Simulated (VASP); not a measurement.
Here is the system:

```
TiB2
1.0
    1.51119    -2.61745     0.00000
    1.51119     2.61745     0.00000
    0.00000     0.00000     3.19527
Ti B
1 2
Direct
  0.00000   0.00000   0.00000
  0.33333   0.66667   0.50000
  0.66667   0.33333   0.50000
```

Level of theory: revTPSS meta-GGA, VASP's PBE PAW potentials (set 64) (plane waves; VASP). Settings: 520 eV cut-off, 13×13×11 Γ-centred mesh, tetrahedra with Blöchl corrections, potentials Ti_sv B.

Problem. Give the energies of bands 6 to 12 at the high-symmetry points, in eV from the Fermi level.

Solution. 
```
band      Γ      M      K      A      L      H
----  -----  -----  -----  -----  -----  -----
6     -2.79  -9.53  -8.61  -7.82  -7.77  -8.85
7     -2.79  -3.42  -7.58  -0.65  -4.84  -5.90
8     -2.37  -3.32  -1.94  -0.65  -4.03  -3.36
9     -2.31  -2.48  -1.94  -0.30  -3.33  -3.36
10     1.93   1.35   1.35  -0.30   2.56   2.57
11     1.93   2.78   1.35   0.37   2.97   4.37
12     3.78   3.26   1.93   0.37   4.63   4.37
```

It has no gap at this level: it comes out as a metal or semimetal.

The compound is TiB2 in the AlB2 type structure. It was relaxed first.
